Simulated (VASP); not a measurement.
Computed with r2SCAN meta-GGA, VASP's PBE PAW potentials (set 64) (plane waves; VASP).

The input files of a VASP run:

**KPOINTS**
```
kpoints
0
Gamma
16 16 16
0 0 0
```

POSCAR:
```
Hf
1
   -1.7674900000     1.7674900000     1.7674900000
    1.7674900000    -1.7674900000     1.7674900000
    1.7674900000     1.7674900000    -1.7674900000
Hf
1
Direct
  0.0000000000   0.0000000000   0.0000000000
```

**KPOINTS_OPT**
```
k-points along high-symmetry lines
10
Line-mode
Reciprocal
  0.000000   0.000000   0.000000 ! GAMMA
  0.500000  -0.500000   0.500000 ! H

  0.500000  -0.500000   0.500000 ! H
  0.000000   0.000000   0.500000 ! N

  0.000000   0.000000   0.500000 ! N
  0.000000   0.000000   0.000000 ! GAMMA

  0.000000   0.000000   0.000000 ! GAMMA
  0.250000   0.250000   0.250000 ! P

  0.250000   0.250000   0.250000 ! P
  0.500000  -0.500000   0.500000 ! H

  0.250000   0.250000   0.250000 ! P
  0.000000   0.000000   0.500000 ! N
```

### INCAR
```
SYSTEM = Hf
PREC = Accurate
ENCUT = 400
EDIFF = 1E-7
NELM = 100
ALGO = Normal
LREAL = .FALSE.
LASPH = .TRUE.
ISMEAR = -5
METAGGA = R2SCAN
LMIXTAU = .TRUE.
LMAXMIX = 6
LWAVE = .FALSE.
LCHARG = .FALSE.
LORBIT = 11
NEDOS = 601
ISIF = 2
```

POTCAR, in this order: Hf_pv (PBE.64 set). Program: vasp_std.

What VASP printed:

File OSZICAR:
```
       N       E                     dE             d eps       ncg     rms          rms(c)
DAV:   1    -0.333281186113E+02   -0.33328E+02   -0.54654E+03  2674   0.871E+02
DAV:   2    -0.475685417312E+02   -0.14240E+02   -0.13848E+02  3860   0.119E+02
DAV:   3    -0.477853333661E+02   -0.21679E+00   -0.21440E+00  3130   0.114E+01
DAV:   4    -0.477864859199E+02   -0.11526E-02   -0.11546E-02  3311   0.854E-01
DAV:   5    -0.477864902183E+02   -0.42985E-05   -0.43736E-05  3071   0.423E-02    0.491E+01
DAV:   6    -0.445298443220E+02    0.32566E+01   -0.73476E-01  2714   0.852E+00    0.259E+01
DAV:   7    -0.452377085731E+02   -0.70786E+00   -0.39455E-01  2642   0.685E+00    0.733E+00
DAV:   8    -0.441919435654E+02    0.10458E+01   -0.43907E-01  2657   0.679E+00    0.565E+00
DAV:   9    -0.449349227650E+02   -0.74298E+00   -0.34603E-01  2649   0.419E+00    0.244E+00
DAV:  10    -0.449260250393E+02    0.88977E-02   -0.10372E-02  2719   0.112E+00    0.503E-01
DAV:  11    -0.449409665739E+02   -0.14942E-01   -0.10293E-02  2642   0.918E-01    0.327E-01
DAV:  12    -0.449418508074E+02   -0.88423E-03   -0.37792E-03  2624   0.760E-01    0.626E-01
DAV:  13    -0.449407160223E+02    0.11348E-02   -0.10809E-03  2673   0.336E-01    0.175E-01
DAV:  14    -0.449405653602E+02    0.15066E-03   -0.10867E-04  2704   0.984E-02    0.333E-02
DAV:  15    -0.449405921639E+02   -0.26804E-04   -0.35475E-05  2740   0.631E-02    0.237E-02
DAV:  16    -0.449405983547E+02   -0.61908E-05   -0.73245E-06  2792   0.321E-02    0.750E-02
DAV:  17    -0.449405906673E+02    0.76875E-05   -0.70418E-06  2761   0.294E-02    0.779E-03
DAV:  18    -0.449405938798E+02   -0.32125E-05   -0.39881E-07  2794   0.730E-03    0.124E-02
DAV:  19    -0.449405933165E+02    0.56320E-06   -0.54128E-09  1375   0.964E-04    0.980E-03
DAV:  20    -0.449405934224E+02   -0.10581E-06   -0.67709E-09  1347   0.832E-04    0.461E-03
DAV:  21    -0.449405926549E+02    0.76743E-06   -0.16554E-08  1331   0.144E-03    0.101E-03
DAV:  22    -0.449405928083E+02   -0.15338E-06   -0.25578E-09  1329   0.538E-04    0.258E-04
DAV:  23    -0.449405927503E+02    0.57982E-07   -0.35059E-10  1323   0.196E-04
   1 F= -.44940593E+02 E0= -.44940593E+02  d E =0.000000E+00
       N       E                     dE             ncg
```

**OUTCAR**
```
------------------------ aborting loop because EDIFF is reached ----------------------------------------
  FORCE on cell =-STRESS in cart. coord.  units (eV):
  Direction    XX          YY          ZZ          XY          YZ          ZX
  --------------------------------------------------------------------------------------
  Total       -0.0228023     -0.0228023     -0.0228023      0.0000000      0.0000000      0.0000000
  in kB       -1.6540898     -1.6540898     -1.6540898      0.0000000      0.0000000      0.0000000
  external PRESSURE =      -1.6540898 kB  Pullay stress =       0.0000000 kB
  volume of cell :       22.09
      direct lattice vectors                 reciprocal lattice vectors
    -1.767490000  1.767490000  1.767490000     0.000000000  0.282887032  0.282887032
     1.767490000 -1.767490000  1.767490000     0.282887032  0.000000000  0.282887032
     1.767490000  1.767490000 -1.767490000     0.282887032  0.282887032  0.000000000
 POSITION                                       TOTAL-FORCE (eV/Angst)
 -----------------------------------------------------------------------------------
      0.00000      0.00000      0.00000        -0.000000      0.000000      0.000000
 -----------------------------------------------------------------------------------
    total drift:                                0.000000      0.000000      0.000000
  FREE ENERGIE OF THE ION-ELECTRON SYSTEM (eV)
  ---------------------------------------------------
  free  energy   TOTEN  =       -44.9405927503 eV

  energy  without entropy=      -44.9405927503  energy(sigma->0) =      -44.94059275

 total charge

# of ion       s       p       d       tot
------------------------------------------
    1        0.393   6.409   1.559   8.361
```
(Selected blocks of OUTCAR.)

### OUTCAR
```
 val. band max:        4.6204994125   @ k =   0.5000   0.5000   0.1250

 cond. band min:       4.5218649229   @ k =  -0.4375  -0.4375   0.0625


 Fermi energy:         4.5427575780

 k-point     1 :       0.0000    0.0000    0.0000
  band No.  band energies     occupation
      1     -26.3800      2.00000
      2     -26.3800      2.00000
      3     -26.3800      2.00000
      4      -2.8859      2.00000
      5       6.3252      0.00000
      6       6.3252      0.00000
      7       6.3253      0.00000
      8       9.1841      0.00000
      9       9.1841      0.00000

 k-point     2 :       0.0625    0.0000    0.0000
  band No.  band energies     occupation
      1     -26.4160      2.00000
      2     -26.3910      2.00000
      3     -26.3802      2.00000
      4      -2.7336      2.00000
      5       6.2130      0.00000
      6       6.2783      0.00000
      7       6.4733      0.00000
      8       9.0018      0.00000
      9       9.1807      0.00000

 k-point     3 :       0.1250    0.0000    0.0000
  band No.  band energies     occupation
      1     -26.5170      2.00000
      2     -26.4219      2.00000
      3     -26.3808      2.00000
      4      -2.2924      2.00000
      5       5.9124      0.00000
      6       6.0790      0.00000
      7       6.9122      0.00000
      8       8.6742      0.00000
      9       9.1841      0.00000

 k-point     4 :       0.1875    0.0000    0.0000
  band No.  band energies     occupation
      1     -26.6649      2.00000
      2     -26.4679      2.00000
      3     -26.3817      2.00000
      4      -1.6116      2.00000
      5       5.5057      0.00000
      6       5.6623      0.00000
      7       7.6263      0.00000
      8       8.5452      0.00000
      9       9.2256      0.00000

 k-point     5 :       0.2500    0.0000    0.0000
  band No.  band energies     occupation
      1     -26.8347      2.00000
      2     -26.5216      2.00000
      3     -26.3828      2.00000
...
```

For a metal the tetrahedron method with Blöchl corrections gives inexact stress and forces. Unless said otherwise, spin-orbit coupling is left out, though it shifts the bands of the heavy elements here.

The structure comes from a computed database's Hf entry (Im-3m); how it stands against other phases isn't given here. The cell was not relaxed at this level.
